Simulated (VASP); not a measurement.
Energy against volume of KMgF$_{3}$ (cubic perovskite). Level of theory: vdW-DF2, VASP's PBE PAW potentials (set 64) (plane waves; VASP). Run with 520 eV cut-off, 6×6×6 Γ-centred mesh, Gaussian smearing of 0.050 eV, potentials K_sv Mg F.

```
V (Å³/atom)  E (eV/atom)
-----------  -----------
12.884          -3.34458
13.283          -3.34822
13.681          -3.34647
14.080          -3.34008
```

**Question.** Fit these four points and predict the energy of the run at 12.486 Å³/atom.

**Answer.** A cubic in V^(−2/3), the third-order Birch-Murnaghan form, passes through the four points with V0 = 13.34 Å³/atom and B0 = 71 GPa, and gives -3.3347 eV/atom there. The run gave -3.3345 eV/atom, +0.1 meV/atom from the fit; all five points give B0 = 71 GPa.

The compound is KMgF3 in the cubic perovskite structure. It was relaxed first, which changed the volume by +5 %.
